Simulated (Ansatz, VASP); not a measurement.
# BaZrO3: VASP beside Ansatz, part 2 of 2

Wanted: the spread between two codes on one cell, functional and k mesh. The cell is a member of a volume series, scaled by 0.94 from a relaxed one, so a pressure remains.

VASP 6.6.1 and Ansatz 0.2.0.

So far, pressure (GPa): step 4 (side by side) 10.5.

### Step 7. Ansatz: single point, LDA, volume scaled by 1.06

Level of this step: Ansatz beside VASP: Kohn-Sham DFT, plane waves, LDA (Ansatz).

The same cell, functional (in two slightly different forms), mesh and smearing now go to Ansatz, which takes its cutoff from its data sets.

The cell is a member of a volume series, scaled by 1.06 from a relaxed one, so a pressure remains.

Input file input.yaml:

```yaml
crystal:
  lattice:
    - [4.2410573692, 0.0, 0.0]
    - [0.0, 4.2410573692, 0.0]
    - [0.0, 0.0, 4.2410573692]
  atoms:
    - { symbol: Ba, position: [0.0, 0.0, 0.0] }
    - { symbol: Zr, position: [0.5, 0.5, 0.5] }
    - { symbol: O, position: [0.5, 0.5, 0.0] }
    - { symbol: O, position: [0.5, 0.0, 0.5] }
    - { symbol: O, position: [0.0, 0.5, 0.5] }
hamiltonian:
  xc: lda
  pseudopotentials: { kind: paw }
kpoints:
  mp_grid: { grid: [5, 5, 5] }
scf:
  occupations: { method: fermi_dirac, width: 0.05 }
  n_extra_bands: 5
output:
  forces: true
  stress: true
  eigenvalues: true
```

Command:

```bash
> ansatz run input.yaml --threads 2 --pin off --max-ram 4608MiB --backend cpu --events-out ev --progress --plain --runs-dir out
```

Numbers of over 12 decimals in the logs are rounded to 6 here.

What it wrote:

```text
[...]
Crystal: 5 atoms, lattice volume = 76.282 Å³
Basis set: ecut = 420 eV, 1503 PW (Γ)
Bands: 25, of which v1, the nominal top of the filled ones, is band 20 counted from 1 (19 counted from 0)
Symmetry: 48 space group operations
[...]
k-points: 10 of 125
[...]
k-point 0: bands = [... 16 lower, 8.0213, 8.7546, 8.7546, 8.7546, 12.0367, 12.0367, 12.0367, 13.5581, ... 1 higher]
  k-point 1: bands = [... 16 lower, 7.7802, 7.9597, 8.6382, 8.6382, 12.1451, 12.8346, 12.8346, 14.1181, ... 1 higher]
  k-point 2: bands = [... 16 lower, 7.3334, 7.4428, 8.5259, 8.5259, 12.3455, 14.1662, 14.1662, 15.0904, ... 1 higher]
  k-point 9: bands = [... 16 lower, 6.5175, 8.7745, 8.7745, 8.8851, 14.7556, 14.9254, 14.9254, 15.7025, ... 1 higher]
[key lines of the parts left out:]
SCF converged after 6 iterations
Free energy (F): -11532.223639 eV
Fermi energy:    10.507442 eV
P = ⅓ Tr σ = -10.1307 GPa (-101.307 kbar)
```

The job ended after 1.9 s (2 threads of Intel Xeon Platinum 8488C (Sapphire Rapids), shared host; peak memory 0.4 GiB).

For the pressure, step 4 gave 10.5 GPa; this run, with cell volume +12.8 %, gives -10.1 GPa.

### Step 8. Comparison

Both answers:

| quantity | Ansatz | VASP | difference |
| --- | --- | --- | --- |
| pressure (GPa) | -10.13 | -8.96 | -1.17 |
| pressure without Ansatz's Pulay correction (GPa) | -10.78 | -8.96 | -1.82 |
| gap on the k mesh (eV) | 3.152 | 3.095 | +0.056 |

A gap on the mesh is an upper bound, since the band edges may lie between its points. Ansatz's pressure holds a Pulay correction of 0.65 GPa; VASP's holds none.

### Step 9. Other set-ups

Further runs change the set-up of one program: Ansatz's method, potentials or start, or VASP's data sets, cutoff or form of LDA. The table gives Ansatz less VASP for each quantity, since a change that brings one quantity closer may part another.

| run | pressure (GPa) | gap on the k mesh (eV) | pressure without Ansatz's Pulay correction (GPa) |
| --- | --- | --- | --- |
| as above | -1.2 | 0.056 | -1.8 |
| cores kept as stored | -1.1 | 0.057 | -1.7 |
| Ansatz's larger PAW set (cutoff 900 eV) | -1.1 | 0.055 | -1.2 |
| norm-conserving potentials (cutoff 1143 eV) | -1.3 | 0.061 |  |

### Step 10. VASP: band structure, LDA, spin-orbit coupling

Levels along a path test the potential and the projectors away from the mesh points. The cell compared in this pair holds 71.96 Å³, against 76.28 Å³ for the pair before.

Input file INCAR:

```
SYSTEM = BaZrO3
PREC = Accurate
ENCUT = 520
EDIFF = 1E-06
NELM = 100
ISMEAR = -1
SIGMA = 0.05
LREAL = .FALSE.
ALGO = Normal
GGA = CA
LNONCOLLINEAR = .TRUE.
MAGMOM = 0 0 0 0 0 0 0 0 0 0 0 0 0 0 0
NBANDS = 52
GGA_COMPAT = .FALSE.
LASPH = .TRUE.
LSORBIT = .TRUE.
LMAXMIX = 4
LORBIT = 11
LWAVE = .FALSE.
LCHARG = .FALSE.
KPAR = 2
```

Input file POSCAR:

```
BaZrO3
1.0
    4.1594782607      0.0000000000      0.0000000000
    0.0000000000      4.1594782607      0.0000000000
    0.0000000000      0.0000000000      4.1594782607
Ba Zr O
1 1 3
Direct
    0.0000000000      0.0000000000      0.0000000000
    0.5000000000      0.5000000000      0.5000000000
    0.5000000000      0.5000000000      0.0000000000
    0.5000000000      0.0000000000      0.5000000000
    0.0000000000      0.5000000000      0.5000000000
```

Input file KPOINTS:

```
Automatic mesh
0
Gamma
4 4 4
0 0 0
```

Input file KPOINTS_OPT:

```
Line mode
16
Line-mode
Reciprocal
  0.00000000   0.00000000   0.00000000 GAMMA
  0.00000000   0.50000000   0.00000000 X

  0.00000000   0.50000000   0.00000000 X
  0.50000000   0.50000000   0.00000000 M

  0.50000000   0.50000000   0.00000000 M
  0.00000000   0.00000000   0.00000000 GAMMA

  0.00000000   0.00000000   0.00000000 GAMMA
  0.50000000   0.50000000   0.50000000 R

  0.50000000   0.50000000   0.50000000 R
  0.00000000   0.50000000   0.00000000 X

  0.50000000   0.50000000   0.00000000 M
  0.50000000   0.50000000   0.50000000 R
```

Potentials, in the order of the species: Ba_sv, Zr_sv and O (LDA family, release 64).

Command:

```bash
> mpirun -np 2 vasp_ncl
```

What it wrote:

```text
[... set-up lines as in an earlier step ...]
 entering main loop
       N       E                     dE             d eps       ncg     rms          rms(c)
DAV:   1     0.328342970726E+03    0.32834E+03   -0.21628E+04  1040   0.152E+03
DAV:   2    -0.258801602824E+02   -0.35422E+03   -0.33836E+03  1260   0.385E+02
DAV:   3    -0.518554885953E+02   -0.25975E+02   -0.25825E+02  1436   0.996E+01
DAV:   4    -0.532858255490E+02   -0.14303E+01   -0.14285E+01  1512   0.184E+01
[...]
DAV:  13    -0.460021147047E+02   -0.23823E-06   -0.58172E-05  1232   0.488E-02    0.208E-02
DAV:  14    -0.460021118967E+02    0.28080E-05   -0.12437E-05  1180   0.239E-02    0.155E-03
DAV:  15    -0.460021119631E+02   -0.66445E-07   -0.80152E-07   824   0.530E-03
   1 F= -.46002112E+02 E0= -.46002112E+02  d E =-.112802E-09  mag=    -0.0000     0.0000     0.0000
 Start KPOINTS_OPT (optional k-point list driver)
k-point batch [1-10\96]
       N       E                     dE             ncg
DAV:   1     0.290466154411E+03   -0.10083E+04     1040
DAV:   2    -0.293170996456E+04   -0.32222E+04     1192
DAV:   3    -0.322056299803E+04   -0.28885E+03     1504
DAV:   4    -0.323906709940E+04   -0.18504E+02     1504
DAV:   5    -0.323983855559E+04   -0.77146E+00     1448
DAV:   6    -0.323984889126E+04   -0.10336E-01     1456
DAV:   7    -0.323984920901E+04   -0.31774E-03     1468
DAV:   8    -0.323984921481E+04   -0.58078E-05     1264
DAV:   9    -0.323984921499E+04   -0.17919E-06      828
[...]
k-point batch [91-96\96]
       N       E                     dE             ncg
DAV:   1     0.548914672152E+04   -0.84354E+04      624
DAV:   2     0.340699653041E+04   -0.20822E+04      764
DAV:   3     0.323975063150E+04   -0.16725E+03      924
DAV:   4     0.323117272392E+04   -0.85779E+01      888
DAV:   5     0.323077106841E+04   -0.40166E+00      836
DAV:   6     0.323076638707E+04   -0.46813E-02      872
DAV:   7     0.323076627556E+04   -0.11152E-03      860
DAV:   8     0.323076627311E+04   -0.24508E-05      736
DAV:   9     0.323076627307E+04   -0.35193E-07      480
```

OUTCAR, selected parts (step 10):

```text
  Total       -0.0000135     -0.0000135     -0.0000135      0.0000000      0.0000000      0.0000000
  in kB       -0.0003007     -0.0003007     -0.0003007      0.0000000      0.0000000      0.0000000
  external PRESSURE =      -0.0003007 kB  Pullay stress =       0.0000000 kB

 POSITION                                       TOTAL-FORCE (eV/Angst)
 -----------------------------------------------------------------------------------
      0.00000      0.00000      0.00000         0.000000      0.000000      0.000000
      2.07974      2.07974      2.07974         0.000000      0.000000      0.000000
      2.07974      2.07974      0.00000         0.000000      0.000000      0.000000
      2.07974      0.00000      2.07974         0.000000      0.000000      0.000000
      0.00000      2.07974      2.07974         0.000000      0.000000      0.000000
 -----------------------------------------------------------------------------------
    total drift:                                0.000000     -0.000000     -0.000000

  FREE ENERGIE OF THE ION-ELECTRON SYSTEM (eV)
  ---------------------------------------------------
  free  energy   TOTEN  =       -46.0021119631 eV

  energy  without entropy=      -46.0021119630  energy(sigma->0) =      -46.00211196

 magnetization (x)
# of ion       s       p       d       tot
------------------------------------------
    1       -0.000  -0.000  -0.000  -0.000
    2        0.000   0.000   0.000   0.000
    3        0.000   0.000   0.000   0.000
    4        0.000   0.000   0.000   0.000
    5       -0.000   0.000   0.000   0.000
--------------------------------------------------
tot         -0.000   0.000   0.000   0.000

 magnetization (y)
# of ion       s       p       d       tot
------------------------------------------
    1        0.000   0.000  -0.000  -0.000
    2       -0.000  -0.000  -0.000  -0.000
    3        0.000  -0.000   0.000  -0.000
    4       -0.000   0.000   0.000  -0.000
    5        0.000  -0.000   0.000  -0.000
--------------------------------------------------
tot          0.000  -0.000  -0.000  -0.000

 magnetization (z)
# of ion       s       p       d       tot
------------------------------------------
    1       -0.000   0.000  -0.000  -0.000
    2        0.000  -0.000  -0.000  -0.000
    3        0.000   0.000   0.000   0.000
    4       -0.000  -0.000   0.000  -0.000
    5       -0.000  -0.000   0.000  -0.000
--------------------------------------------------
tot          0.000  -0.000  -0.000  -0.000

[... 3 further parts left out ...]
[key lines of the parts left out:]
E-fermi :   4.7132
```

The run ends at a pressure of 0.00 GPa.

### Step 11. Ansatz: band structure, LDA, spin-orbit coupling

The same cell, functional (in two slightly different forms), mesh and smearing now go to Ansatz, which takes its cutoff from its data sets.

The cell is taken from a series of VASP runs on this material, whose earlier steps may have relaxed, scaled or displaced it; both programs get it as it stands.

Input file input.yaml:

```yaml
crystal:
  lattice:
    - [4.1594782607, 0.0, 0.0]
    - [0.0, 4.1594782607, 0.0]
    - [0.0, 0.0, 4.1594782607]
  atoms:
    - { symbol: Ba, position: [0.0, 0.0, 0.0] }
    - { symbol: Zr, position: [0.5, 0.5, 0.5] }
    - { symbol: O, position: [0.5, 0.5, 0.0] }
    - { symbol: O, position: [0.5, 0.0, 0.5] }
    - { symbol: O, position: [0.0, 0.5, 0.5] }
hamiltonian:
  xc: lda
  pseudopotentials: { kind: paw_fr }
magnetization:
  noncollinear: true
  spin_orbit: true
kpoints:
  mp_grid: { grid: [4, 4, 4] }
  band_path:
    path:
      - [0.0, 0.0, 0.0]
      - [0.0, 0.1, 0.0]
      - [0.0, 0.2, 0.0]
      - [0.0, 0.3, 0.0]
      - [0.0, 0.43333, 0.0]
      - [0.0, 0.5, 0.0]
      - [0.1, 0.5, 0.0]
      - [0.2, 0.5, 0.0]
      - [0.33333, 0.5, 0.0]
      - [0.43333, 0.5, 0.0]
      - [0.5, 0.5, 0.0]
      - [0.36667, 0.36667, 0.0]
      - [0.26667, 0.26667, 0.0]
      - [0.16667, 0.16667, 0.0]
      - [0.06667, 0.06667, 0.0]
      - [0.03333, 0.03333, 0.03333]
      - [0.13333, 0.13333, 0.13333]
      - [0.23333, 0.23333, 0.23333]
      - [0.33333, 0.33333, 0.33333]
      - [0.46667, 0.46667, 0.46667]
      - [0.5, 0.5, 0.5]
      - [0.46667, 0.5, 0.46667]
      - [0.36667, 0.5, 0.36667]
      - [0.23333, 0.5, 0.23333]
      - [0.13333, 0.5, 0.13333]
      - [0.03333, 0.5, 0.03333]
      - [0.5, 0.5, 0.03333]
      - [0.5, 0.5, 0.16667]
      - [0.5, 0.5, 0.26667]
      - [0.5, 0.5, 0.36667]
      - [0.5, 0.5, 0.5]
    npoints: 1
scf:
  occupations: { method: fermi_dirac, width: 0.05 }
  n_extra_bands: 16
output:
  forces: true
  stress: true
  eigenvalues: true
  write_density: true
  write_potential: true
  elf: true
  volumetric_format: npy
```

Command:

```bash
> ansatz run input.yaml --threads 2 --pin off --max-ram 4608MiB --backend cpu --events-out ev --progress --plain --runs-dir out
```

What it wrote:

```text
[...]
non-collinear run that drives no moment, with spin-orbit: no starting moment large enough to seed its density (crystal.atoms[].spin), no starting occupations that ask for one, no magnetisation constraint and no magnetic field, so the semilocal B_xc is pinned to zero
Crystal: 5 atoms, lattice volume = 71.964 Å³
Basis set: ecut = 420 eV, 1365 PW (Γ)
[...]
k-point 1: bands = [... 36 lower, 9.3935, 9.3935, 9.4922, 9.4922, 13.1023, 13.1023, 14.1533, 14.1533, ... 12 higher]
  k-point 2: bands = [... 36 lower, 9.3103, 9.3103, 9.4172, 9.4172, 13.3123, 13.3123, 15.5315, 15.5315, ... 12 higher]
  k-point 9: bands = [... 36 lower, 9.7574, 9.7574, 9.7574, 9.7574, 15.8427, 15.8427, 15.8427, 15.8427, ... 12 higher]
[key lines of the parts left out:]
SCF converged after 7 iterations
Magnetization: |M| = 0.0000 μB,  M = (+0.0000, +0.0000, +0.0000) μB
Free energy (F): -11537.794070 eV
Fermi energy:    11.356731 eV
P = ⅓ Tr σ = -1.4762 GPa (-14.762 kbar)
```

Run time: 10 s. Hardware: 2 threads; peak memory 0.64 GiB; 20 s of CPU time.

### Step 12. Comparison

What differs besides the data sets and the points named for the pairs above, as far as they apply: spin-orbit coupling enters by fully relativistic files in Ansatz and inside the spheres in VASP. Total energies have different zeros and are not compared.

Compared:

| quantity | Ansatz | VASP | difference |
| --- | --- | --- | --- |
| pressure (GPa) | -1.48 | 0.00 | -1.48 |
| pressure without Ansatz's Pulay correction (GPa) | -2.18 | 0.00 | -2.18 |
| gap over the path points (eV) | 3.143 | 3.075 | +0.067 |

Levels at points of the path, from each program's valence-band top (eV; 8 filled, then empty):

| k (reciprocal lattice) | Ansatz | VASP |
| --- | --- | --- |
| 0.000 0.000 0.000 | -1.05 -1.05 -0.26 -0.26 -0.12 -0.12 -0.12 -0.12 3.14 3.14 3.14 3.14 3.22 3.22 | -1.03 -1.03 -0.29 -0.29 -0.15 -0.15 -0.15 -0.15 3.08 3.08 3.08 3.08 3.15 3.15 |
| 0.000 0.100 0.000 | -1.13 -1.13 -0.48 -0.48 -0.24 -0.24 -0.16 -0.16 3.19 3.19 3.39 3.39 3.45 3.45 | -1.13 -1.13 -0.51 -0.51 -0.27 -0.27 -0.18 -0.18 3.13 3.13 3.33 3.33 3.38 3.38 |
| 0.000 0.200 0.000 | -1.32 -1.32 -1.04 -1.04 -0.33 -0.33 -0.23 -0.23 3.29 3.29 4.01 4.01 4.07 4.07 | -1.34 -1.34 -1.07 -1.07 -0.35 -0.35 -0.26 -0.26 3.24 3.24 3.96 3.96 4.02 4.02 |
| 0.000 0.300 0.000 | -1.54 -1.54 -1.47 -1.47 -0.39 -0.39 -0.29 -0.29 3.41 3.41 4.79 4.79 4.85 4.85 | -1.56 -1.56 -1.51 -1.51 -0.42 -0.42 -0.32 -0.32 3.39 3.39 4.75 4.75 4.82 4.82 |
| 0.000 0.433 0.000 | -1.73 -1.73 -1.71 -1.71 -0.44 -0.44 -0.34 -0.34 3.54 3.54 5.64 5.64 5.71 5.71 | -1.77 -1.77 -1.72 -1.72 -0.47 -0.47 -0.36 -0.36 3.55 3.55 5.62 5.62 5.69 5.69 |
| 0.000 0.500 0.000 | -1.75 -1.75 -1.73 -1.73 -0.45 -0.45 -0.34 -0.34 3.56 3.56 5.77 5.77 5.84 5.84 | -1.80 -1.80 -1.74 -1.74 -0.47 -0.47 -0.36 -0.36 3.58 3.58 5.76 5.76 5.83 5.83 |
| 0.100 0.500 0.000 | -1.68 -1.68 -1.17 -1.17 -0.68 -0.68 -0.44 -0.44 3.77 3.77 5.76 5.76 5.83 5.83 | -1.73 -1.73 -1.19 -1.19 -0.70 -0.70 -0.46 -0.46 3.79 3.79 5.74 5.74 5.81 5.81 |
| 0.200 0.500 0.000 | -1.47 -1.47 -1.07 -1.07 -0.66 -0.66 -0.56 -0.56 4.33 4.33 5.78 5.78 5.87 5.87 | -1.50 -1.50 -1.10 -1.10 -0.68 -0.68 -0.58 -0.58 4.35 4.35 5.75 5.75 5.83 5.83 |
| 0.333 0.500 0.000 | -1.13 -1.13 -1.02 -1.02 -0.67 -0.67 -0.22 -0.22 5.23 5.23 5.79 5.79 6.20 6.20 | -1.16 -1.16 -1.05 -1.05 -0.69 -0.69 -0.25 -0.25 5.22 5.22 5.76 5.76 6.16 6.16 |
| 0.433 0.500 0.000 | -0.99 -0.99 -0.89 -0.89 -0.71 -0.71 -0.08 -0.08 5.69 5.69 5.80 5.80 6.51 6.51 | -1.02 -1.02 -0.91 -0.91 -0.72 -0.72 -0.11 -0.11 5.66 5.66 5.76 5.76 6.44 6.44 |

Among the levels compared at these points, filled levels agree within 50 meV and empty ones within 115 meV. Ansatz's pressure holds a Pulay correction of 0.70 GPa; VASP's holds none.

### Step 13. Further runs

Further runs change the set-up of one program: Ansatz's method, potentials or start, or VASP's data sets, cutoff or form of LDA. The table gives Ansatz less VASP for each quantity, since a change that brings one quantity closer may part another.

| run | pressure (GPa) | gap over the path points (eV) | pressure without Ansatz's Pulay correction (GPa) |
| --- | --- | --- | --- |
| as above | -1.5 | 0.067 | -2.2 |
| cores kept as stored | -1.4 | 0.068 | -2.0 |
| Ansatz's larger PAW set (cutoff 900 eV) | -1.4 | 0.066 | -1.5 |

### Step 14. Outcome

| Property | Result |
| --- | --- |
| difference in pressure (single point, LDA, volume scaled by 0.94) | -1.9 GPa |
| difference in gap on the k mesh (single point, LDA, volume scaled by 0.94) | 0.043 eV |
| difference in pressure (single point, LDA, volume scaled by 1.06) | -1.2 GPa |
| difference in gap on the k mesh (single point, LDA, volume scaled by 1.06) | 0.056 eV |
| difference in pressure (band structure, LDA, spin-orbit coupling) | -1.5 GPa |
| difference in gap over the path points (band structure, LDA, spin-orbit coupling) | 0.067 eV |

The difference in pressure is -1.9 GPa (single point, LDA, volume scaled by 0.94), beyond the 1 GPa picked in this series as the mark of a large difference. Single point, LDA, volume scaled by 0.94, Ansatz's larger PAW set (cutoff 900 eV): the difference in pressure without Ansatz's Pulay correction goes from -2.6 to -1.9 GPa. Single point, LDA, volume scaled by 1.06, Ansatz's larger PAW set (cutoff 900 eV): the difference in pressure without Ansatz's Pulay correction goes from -1.8 to -1.2 GPa. Band structure, LDA, spin-orbit coupling, Ansatz's larger PAW set (cutoff 900 eV): the difference in pressure without Ansatz's Pulay correction goes from -2.2 to -1.5 GPa. 9 further runs of this series are not shown here. Such differences can come from data sets, numerical settings and the points named under the comparisons, not from the functional's error against experiment.

[Lines on the potential files, build, host, timing and source positions are cut from VASP's logs without a mark.]

[Logs are printed without paths, hosts, clocks, repeated set-up lines and the standing remarks that a program may print on its own settings, such as how far it seeks lower states.]

[Hosts, paths, dates, database ids (printed as entryN), source tags and the programs' standing remarks are cut or masked in the printed files.]
